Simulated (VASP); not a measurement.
Energy against volume of CsSnI$_{3}$ (cubic perovskite). Calculation: rev-vdW-DF2, VASP's PBE PAW potentials (set 64) (plane waves; VASP). Run with 520 eV cut-off, 4×4×4 Γ-centred mesh, Gaussian smearing of 0.050 eV, potentials Cs_sv Sn_d I.

| V (Å³/atom) | E (eV/atom) |
|---|---|
| 44.984 | -0.66453 |
| 46.420 | -0.67274 |
| 47.855 | -0.67526 |
| 49.291 | -0.67301 |

Task: Fit these four points and predict the energy of the run at 50.727 Å³/atom.

Result: A cubic in V^(−2/3), the third-order Birch-Murnaghan form, passes through the four points with V0 = 47.85 Å³/atom and B0 = 18 GPa, and gives -0.6668 eV/atom there. The run gave -0.6667 eV/atom, +0.0 meV/atom from the fit; all five points give B0 = 18 GPa.

The compound is CsSnI3 in the cubic perovskite structure, the ideal cubic form; the compound distorts at low or room temperature. It was relaxed first.
